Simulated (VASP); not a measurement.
Energy against volume of V (bcc). Level of theory: PBE GGA with D4 dispersion, VASP's PBE PAW potentials (set 64) (plane waves; VASP).

```tsv
V (Å³/atom)	E (eV/atom)
12.384	-9.28634
12.780	-9.31100
13.175	-9.31954
13.570	-9.31416
13.965	-9.29660
```

**Question.** Fit a third-order Birch-Murnaghan equation of state.

**Answer.** 
```
Item                                            Result
---------------------------------------  -------------
volume per atom                          13.21 Å³/atom
bulk modulus                                 1870 kbar
pressure derivative of the bulk modulus           3.68
lattice constant a                             2.978 Å
```

Measured: bulk modulus 161 GPa at 0 K (computed value off by +15.9 %), as given by H. Levämäki et al., Physical Review B (2014), arXiv:1402.3671 [corrected for temperature and zero-point phonon effects]; a 3.021 Å at 0 K (computed value off by -1.4 %), as given by Daniel Mejia-Rodriguez et al., Physical Review B (2018), arXiv:1807.09216 [static lattice: zero-point anharmonic expansion removed].

The compound is V in the bcc structure. It was relaxed first, which changed the volume by -5 %. The run is not spin-polarised, so no magnetic state was tried.
